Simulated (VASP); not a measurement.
Given:

```yaml
crystal:
  lattice:
    - [3.94255, 0.00000, 0.00000]
    - [0.00000, 3.94255, 0.00000]
    - [0.00000, 0.00000, 3.94255]
  atoms:
    - { symbol: Sr, position: [0.00000, 0.00000, 0.00000] }
    - { symbol: Ti, position: [0.50000, 0.50000, 0.50000] }
    - { symbol: O, position: [0.50000, 0.00000, 0.50000] }
    - { symbol: O, position: [0.00000, 0.50000, 0.50000] }
    - { symbol: O, position: [0.50000, 0.50000, 0.00000] }
```

Computed with PBE GGA, VASP's PBE PAW potentials (set 64) (plane waves; VASP 6.6.1). Numerical set-up: 520 eV cut-off, 10×10×10 Γ-centred mesh, Gaussian smearing of 0.010 eV, potentials Sr_sv Ti_sv O.

Task: Estimate the energy per atom (σ→0), band gap (on the k-mesh) with the smallest direct gap where there is one.

Result: 
```yaml
band gap (on the k-mesh): 1.80 eV
smallest direct gap (on the k-mesh): 2.17 eV
energy per atom (σ→0): -8.021 eV/atom
```

Only differences to runs with the same potentials and settings are physical.

The compound is SrTiO3 in the cubic perovskite structure, the ideal cubic form; the compound distorts at low or room temperature. It was relaxed first.
